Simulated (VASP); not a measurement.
Output of a VASP run:

### OUTCAR
```
 ion  position               nearest neighbor table
   1  0.500  0.500  0.000-   3 2.14   4 2.14   5 2.55   6 2.55   5 2.55   6 2.55   4 2.84   4 2.84
                             3 2.84   3 2.84
   2  0.000  0.000  0.500-   5 2.14   6 2.14   3 2.55   4 2.55   3 2.55   4 2.55   5 2.84   6 2.84
                             5 2.84   6 2.84
   3  0.888  0.888  0.000-   4 1.24   1 2.14   2 2.55   2 2.55   1 2.84   1 2.84
   4  0.112  0.112  0.000-   3 1.24   1 2.14   2 2.55   2 2.55   1 2.84   1 2.84
   5  0.612  0.388  0.500-   6 1.24   2 2.14   1 2.55   1 2.55   2 2.84   2 2.84
   6  0.388  0.612  0.500-   5 1.24   2 2.14   1 2.55   1 2.55   2 2.84   2 2.84
  LATTYP: Found a simple tetragonal cell.
 ALAT       =     3.9124570000
 C/A-ratio  =     1.2623052471
 Subroutine PRICEL returns:
 Original cell was already a primitive cell.
 Subroutine GETGRP returns: Found 16 space group operations
The static configuration has the point symmetry D_2h.
 The point group associated with its full space group is D_4h.
The dynamic configuration has the point symmetry D_2h.
 Subroutine INISYM returns: Found 16 space group operations
 Subroutine IBZKPT returns following result:
 Found     40 irreducible k-points:

 Following reciprocal coordinates:
            Coordinates               Weight
  0.000000  0.000000  0.000000      1.000000
  0.142857  0.000000  0.000000      4.000000
  0.285714  0.000000  0.000000      4.000000
  0.428571  0.000000  0.000000      4.000000
  0.142857  0.142857  0.000000      4.000000
  0.285714  0.142857  0.000000      8.000000
  0.428571  0.142857  0.000000      8.000000
  0.285714  0.285714  0.000000      4.000000
  0.428571  0.285714  0.000000      8.000000
  0.428571  0.428571  0.000000      4.000000
  0.000000  0.000000  0.166667      2.000000
  0.142857  0.000000  0.166667      8.000000
  0.285714  0.000000  0.166667      8.000000
  0.428571  0.000000  0.166667      8.000000
  0.142857  0.142857  0.166667      8.000000
  0.285714  0.142857  0.166667     16.000000
  0.428571  0.142857  0.166667     16.000000
  0.285714  0.285714  0.166667      8.000000
  0.428571  0.285714  0.166667     16.000000
  0.428571  0.428571  0.166667      8.000000
  0.000000  0.000000  0.333333      2.000000
  0.142857  0.000000  0.333333      8.000000
  0.285714  0.000000  0.333333      8.000000
  0.428571  0.000000  0.333333      8.000000
  0.142857  0.142857  0.333333      8.000000
  0.285714  0.142857  0.333333     16.000000
  0.428571  0.142857  0.333333     16.000000
  0.285714  0.285714  0.333333      8.000000
  0.428571  0.285714  0.333333     16.000000
  0.428571  0.428571  0.333333      8.000000
  0.000000  0.000000  0.500000      1.000000
  0.142857  0.000000  0.500000      4.000000
  0.285714  0.000000  0.500000      4.000000
  0.428571  0.000000  0.500000      4.000000
  0.142857  0.142857  0.500000      4.000000
  0.285714  0.142857  0.500000      8.000000
  0.428571  0.142857  0.500000      8.000000
  0.285714  0.285714  0.500000      4.000000
  0.428571  0.285714  0.500000      8.000000
  0.428571  0.428571  0.500000      4.000000
   k-points           NKPTS =     40   k-points in BZ     NKDIM =     40   number of bands    NBANDS=     14
   number of dos      NEDOS =    301   number of ions     NIONS =      6
   total plane-waves  NPLWV =  36000
   dimension x,y,z NGX =    30 NGY =   30 NGZ =   40
   dimension x,y,z NGXF=    60 NGYF=   60 NGZF=   80
   ions per type =               2   4
   PREC   = accura    normal or accurate (medium, high low for compatibility)
   ISTART =      0    job   : 0-new  1-cont  2-samecut
   ICHARG =      2    charge: 1-file 2-atom 10-const
   ISPIN  =      1    spin polarized calculation?
   LNONCOLLINEAR =      F non collinear calculations
   LSORBIT =      F    spin-orbit coupling
   INIWAV =      1    electr: 0-lowe 1-rand  2-diag
   ENCUT  =  560.0 eV  41.16 Ry    6.42 a.u.   7.55  7.55  9.53*2*pi/ulx,y,z
   NELM   =    100;   NELMIN=  2; NELMDL= -5     # of ELM steps
   EDIFF  = 0.1E-08   stopping-criterion for ELM
...
```

**OSZICAR**
```
...
DAV:   1    -0.411941618485E+02   -0.40609E-02   -0.33529E-01  1120   0.453E+00    0.312E-01
DAV:   2    -0.411917211399E+02    0.24407E-02   -0.52255E-03  1330   0.535E-01    0.169E-01
DAV:   3    -0.411906469022E+02    0.10742E-02   -0.19844E-03  1336   0.302E-01    0.324E-02
DAV:   4    -0.411906077712E+02    0.39131E-04   -0.17075E-04  1294   0.889E-02    0.742E-03
DAV:   5    -0.411906069566E+02    0.81460E-06   -0.58151E-06  1420   0.200E-02    0.402E-03
DAV:   6    -0.411906069131E+02    0.43482E-07   -0.50683E-07  1228   0.561E-03    0.802E-04
DAV:   7    -0.411906069145E+02   -0.13608E-08   -0.73568E-08  1390   0.186E-03    0.362E-04
DAV:   8    -0.411906069119E+02    0.25377E-08   -0.88144E-09  1276   0.712E-04    0.462E-05
DAV:   9    -0.411906069120E+02   -0.68894E-10   -0.82090E-10   680   0.219E-04
   9 F= -.41190607E+02 E0= -.41190607E+02  d E =-.266229E-02
       N       E                     dE             d eps       ncg     rms          rms(c)
DAV:   1    -0.411912510244E+02   -0.64411E-03   -0.41156E-02  1120   0.158E+00    0.109E-01
DAV:   2    -0.411909475761E+02    0.30345E-03   -0.63073E-04  1330   0.187E-01    0.595E-02
DAV:   3    -0.411908141855E+02    0.13339E-03   -0.25861E-04  1330   0.108E-01    0.114E-02
DAV:   4    -0.411908094504E+02    0.47351E-05   -0.23378E-05  1276   0.324E-02    0.277E-03
DAV:   5    -0.411908092972E+02    0.15317E-06   -0.79241E-07  1414   0.732E-03    0.143E-03
DAV:   6    -0.411908092918E+02    0.54746E-08   -0.73726E-08  1258   0.213E-03    0.315E-04
DAV:   7    -0.411908092918E+02    0.45475E-11   -0.10575E-08  1342   0.696E-04    0.138E-04
DAV:   8    -0.411908092915E+02    0.24522E-09   -0.11523E-09   710   0.260E-04
  10 F= -.41190809E+02 E0= -.41190809E+02  d E =-.286467E-02
       N       E                     dE             d eps       ncg     rms          rms(c)
DAV:   1    -0.411905313349E+02    0.27796E-03   -0.13401E-02  1120   0.105E+00    0.462E-02
DAV:   2    -0.411905101740E+02    0.21161E-04   -0.29853E-04  1378   0.133E-01    0.307E-02
DAV:   3    -0.411904949492E+02    0.15225E-04   -0.95832E-05  1270   0.710E-02    0.830E-03
DAV:   4    -0.411904940052E+02    0.94401E-06   -0.13650E-05  1174   0.258E-02    0.599E-03
DAV:   5    -0.411904937857E+02    0.21956E-06   -0.77589E-07  1318   0.841E-03    0.108E-03
DAV:   6    -0.411904937711E+02    0.14571E-07   -0.95545E-08  1252   0.239E-03    0.606E-04
DAV:   7    -0.411904937647E+02    0.64417E-08   -0.14534E-08  1234   0.955E-04    0.195E-04
DAV:   8    -0.411904937642E+02    0.45907E-09   -0.55216E-09  1096   0.514E-04
  11 F= -.41190494E+02 E0= -.41190494E+02  d E =0.315527E-03
       N       E                     dE             d eps       ncg     rms          rms(c)
DAV:   1    -0.411908492645E+02   -0.35550E-03   -0.91880E-03  1120   0.868E-01    0.384E-02
DAV:   2    -0.411908348499E+02    0.14415E-04   -0.20455E-04  1384   0.111E-01    0.254E-02
DAV:   3    -0.411908244138E+02    0.10436E-04   -0.66994E-05  1270   0.594E-02    0.685E-03
DAV:   4    -0.411908237141E+02    0.69972E-06   -0.96157E-06  1180   0.216E-02    0.493E-03
DAV:   5    -0.411908235687E+02    0.14539E-06   -0.52890E-07  1318   0.696E-03    0.899E-04
DAV:   6    -0.411908235581E+02    0.10594E-07   -0.64579E-08  1270   0.198E-03    0.505E-04
DAV:   7    -0.411908235537E+02    0.43974E-08   -0.10280E-08  1228   0.800E-04    0.163E-04
DAV:   8    -0.411908235535E+02    0.24932E-09   -0.36483E-09   934   0.422E-04
  12 F= -.41190824E+02 E0= -.41190824E+02  d E =-.142620E-04
```

**OUTCAR**
```
------------------------ aborting loop because EDIFF is reached ----------------------------------------
  FORCE on cell =-STRESS in cart. coord.  units (eV):
  Direction    XX          YY          ZZ          XY          YZ          ZX
  --------------------------------------------------------------------------------------
  Total        0.0193574      0.0193574      0.0143079     -0.0000000      0.0000000      0.0000000
  in kB        0.4278371      0.4278371      0.3162333     -0.0000000      0.0000000      0.0000000
  external PRESSURE =       0.3906358 kB  Pullay stress =       0.0000000 kB
  volume of cell :       72.49
      direct lattice vectors                 reciprocal lattice vectors
     3.878098551 -0.000000000  0.000000000     0.257858326  0.000000000  0.000000000
    -0.000000000  3.878098551  0.000000000     0.000000000  0.257858326  0.000000000
     0.000000000  0.000000000  4.819944452     0.000000000  0.000000000  0.207471271
 POSITION                                       TOTAL-FORCE (eV/Angst)
 -----------------------------------------------------------------------------------
      1.93905      1.93905      0.00000        -0.000000      0.000000     -0.000000
      0.00000     -0.00000      2.40997         0.000000      0.000000     -0.000000
      3.43779      3.43779      0.00000         0.002586      0.002586     -0.000000
      0.44031      0.44031      0.00000        -0.002586     -0.002586      0.000000
      2.37936      1.49874      2.40997        -0.002586      0.002586     -0.000000
      1.49874      2.37936      2.40997         0.002586     -0.002586      0.000000
 -----------------------------------------------------------------------------------
    total drift:                                0.000000     -0.000000      0.000000
  FREE ENERGIE OF THE ION-ELECTRON SYSTEM (eV)
  ---------------------------------------------------
  free  energy   TOTEN  =       -41.1908235535 eV

  energy  without entropy=      -41.1908235535  energy(sigma->0) =      -41.19082355

 reached required accuracy - stopping structural energy minimisation
```
(Selected blocks of OUTCAR.)

POSCAR:
```
MgC2
1
    3.9124570000     0.0000000000     0.0000000000
    0.0000000000     3.9124570000     0.0000000000
    0.0000000000     0.0000000000     4.9387150000
Mg C
2 4
Direct
  0.5000000000   0.5000000000   0.0000000000
  0.0000000000   0.0000000000   0.5000000000
  0.8876600000   0.8876600000   0.0000000000
  0.1123400000   0.1123400000   0.0000000000
  0.6123400000   0.3876600000   0.5000000000
  0.3876600000   0.6123400000   0.5000000000
```

Write an INCAR and KPOINTS that could have produced this output.

This is not unique; one that fits is the input of the run itself, LDA (Ceperley-Alder, Perdew-Zunger), plane waves, VASP's LDA PAW potentials (set 64).

### KPOINTS
```
Automatic mesh
0
G
 7 7 6
0 0 0
```

**INCAR**
```
LASPH=.TRUE.   ! aspherical one-centre terms
LREAL=.FALSE.
EDIFF=1E-09   ! SCF stop (eV)
IBRION=2   ! conjugate gradients
LWAVE=.FALSE.
ALGO=Normal   ! blocked Davidson
PREC=Accurate
SYSTEM=MgC2
ENCUT=560   ! plane-wave cut-off (eV)
SIGMA=0.01   ! width (eV)
LCHARG=.FALSE.
NSW=50
NELM=100   ! most electronic steps
ISIF=3   ! ions, shape and volume
ISMEAR=0
EDIFFG=-0.005
```

POTCAR, in this order: Mg C (LDA.64 set). Program: vasp_std.

Energy and stress use the plane-wave basis of the starting cell.

The structure comes from a computed database's MgC2 entry; how it stands against other phases isn't given here. This run relaxes it. Symmetry was kept, so distortions that lower it aren't found. The run is one of a series of settings (EDIFF = 1E-09, EDIFFG = -0.005, ENCUT = 560, IBRION = 2, ISIF = 3, NSW = 50, KPOINTS 7×7×6 Γ-centred mesh against the base run), some of them coarse on purpose.
